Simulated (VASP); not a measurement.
These are PBEsol GGA, VASP's PBE PAW potentials (set 64) (plane waves; VASP) values and carry that method's errors.

VASP input:

INCAR:
```
SYSTEM = Tl
PREC = Accurate
ENCUT = 520
EDIFF = 1E-7
NELM = 100
ALGO = Normal
LREAL = .FALSE.
LASPH = .TRUE.
ISMEAR = 1
SIGMA = 0.1
GGA = PS
LMAXMIX = 4
LWAVE = .FALSE.
LCHARG = .FALSE.
ISIF = 4
IBRION = 2
NSW = 30
EDIFFG = -0.01
```

POSCAR:
```
Tl
1
    1.7344860425    -3.0042180523     0.0000000000
    1.7344860425     3.0042180523     0.0000000000
    0.0000000000     0.0000000000     5.6179054431
Tl
2
Direct
  0.3333330000   0.6666670000   0.2500000000
  0.6666670000   0.3333330000   0.7500000000
```

### KPOINTS
```
Automatic
0
G
  12 12 7
```

POTCAR, in this order: Tl_d (PBE.64 set). Program: vasp_std.

Problem. What will the output report for the number of irreducible k-points (NKPTS), largest plane-wave count, number of space-group operations, FFT grid (NGX, NGY, NGZ)?

Solution. 
```yaml
number of irreducible k-points (NKPTS): 76
largest_plane_wave_count: 1601
number_of_space_group_operations: 24
FFT grid (NGX, NGY, NGZ): 28 × 28 × 42
```

The compound is Tl in the hcp structure. This cell is one point of a volume scan, at 1.03 of the reference volume. Symmetry was kept, so distortions that lower it aren't found.
